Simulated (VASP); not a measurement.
OSZICAR of a VASP run on SrVO3 (cubic perovskite):

OSZICAR:
```
       N       E                     dE             d eps       ncg     rms          rms(c)
DAV:   1     0.453439543144E+03    0.45344E+03   -0.24077E+04  1680   0.178E+03
DAV:   2    -0.128589988437E+02   -0.46630E+03   -0.46221E+03  2152   0.482E+02
DAV:   3    -0.395274152440E+02   -0.26668E+02   -0.26550E+02  1760   0.124E+02
DAV:   4    -0.403782259320E+02   -0.85081E+00   -0.84862E+00  2968   0.194E+01
DAV:   5    -0.403864180146E+02   -0.81921E-02   -0.81627E-02  2080   0.148E+00    0.362E+01
DAV:   6    -0.321164408196E+02    0.82700E+01   -0.10030E+02  2184   0.730E+01    0.192E+01
DAV:   7    -0.309332304000E+02    0.11832E+01   -0.39007E+01  1952   0.539E+01    0.167E+01
DAV:   8    -0.300931214061E+02    0.84011E+00   -0.35812E+00  1848   0.168E+01    0.471E+00
DAV:   9    -0.301086404798E+02   -0.15519E-01   -0.71859E-01  2208   0.608E+00    0.229E+00
DAV:  10    -0.300850040379E+02    0.23636E-01   -0.44075E-01  1880   0.599E+00    0.102E+00
DAV:  11    -0.300759782382E+02    0.90258E-02   -0.83425E-02  1840   0.243E+00    0.381E-01
DAV:  12    -0.300751873649E+02    0.79087E-03   -0.57128E-03  2032   0.700E-01    0.823E-02
DAV:  13    -0.300751959064E+02   -0.85415E-05   -0.30027E-04  2168   0.125E-01    0.252E-02
DAV:  14    -0.300751930382E+02    0.28683E-05   -0.10990E-04  1912   0.637E-02    0.258E-02
DAV:  15    -0.300751906571E+02    0.23811E-05   -0.36419E-05  1920   0.549E-02    0.857E-03
DAV:  16    -0.300751904064E+02    0.25067E-06   -0.20908E-06  1864   0.139E-02    0.298E-03
DAV:  17    -0.300751904204E+02   -0.14006E-07   -0.21754E-07  1504   0.350E-03
   1 F= -.30075190E+02 E0= -.30074376E+02  d E =-.244325E-02
```

**Question.** Which electronic solver shows in the log?

**Answer.** It is blocked Davidson (ALGO = Normal, or the opening steps of other solvers). The INCAR had ALGO = Normal.

**Question.** How was spin treated?

**Answer.** Without spin polarisation: there is no mag entry.

**Question.** Can the final energy be trusted as converged?

**Answer.** The run converged. It stopped with EDIFF = 1E-7, NELM = 100 (vdW-DF-cx, plane waves, VASP's PBE PAW potentials (set 64)).

The compound is SrVO3 in the cubic perovskite structure. This cell is one point of a volume scan, at 1.06 of the reference volume. The run is not spin-polarised, so no magnetic state was tried. The electron count is odd and the run is not spin-polarised, which forces a metal.
